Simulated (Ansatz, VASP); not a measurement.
**Two plane-wave programs on Pt16CO**

```
CELL_PARAMETERS angstrom
5.61597 0.00000 0.00000
2.80798 4.86357 0.00000
0.00000 0.00000 24.87813
ATOMIC_POSITIONS crystal
Pt 0.00000 0.00000 0.36176
Pt 0.50000 0.00000 0.36176
Pt 0.00000 0.50000 0.36176
Pt 0.50000 0.50000 0.36176
Pt 0.16667 0.16667 0.45392
Pt 0.66667 0.16667 0.45392
Pt 0.16667 0.66667 0.45392
Pt 0.66667 0.66667 0.45392
Pt 0.83571 0.32858 0.54570
Pt 0.33333 0.33333 0.54444
Pt 0.83571 0.83571 0.54570
Pt 0.32858 0.83571 0.54570
Pt 0.00000 0.00000 0.64567
Pt 0.50029 0.99943 0.63580
Pt 0.99943 0.50029 0.63580
Pt 0.50029 0.50029 0.63580
C 0.00000 0.00000 0.71963
O 0.00000 0.00000 0.76588
```

Alike in both runs: functional PBE; k mesh 6 × 6 × 1; occupations gaussian, width 0.1 eV; no spin polarisation.

Ansatz relaxed the structure, and its values are those at the end. VASP's run is a single point on that final structure, the one shown.

|  | VASP | Ansatz |
| --- | --- | --- |
| version | VASP 6.6.1 | Ansatz 0.2.0 |
| potentials or method | VASP PAW PBE potentials, release 64 (Pt, C, O) | scalar-relativistic, plane waves, PAW |
| plane-wave cutoff (eV) | 520 | 420 |
| valence electrons in the cell | 170 | 298 |

|  | VASP | Ansatz | Ansatz less VASP |
| --- | --- | --- | --- |
| rms of the force components (eV/Å) | 0.160 | 0.043 | -0.1170 |

One of these differences is far larger than is usual between the two programs; its cause wasn't traced. The two sets of potentials don't hold the same shells in valence.

Caveats: the standard files for N, O and F lose accuracy on very short bonds. Spin-orbit coupling is left out, which matters for the levels of Pt.
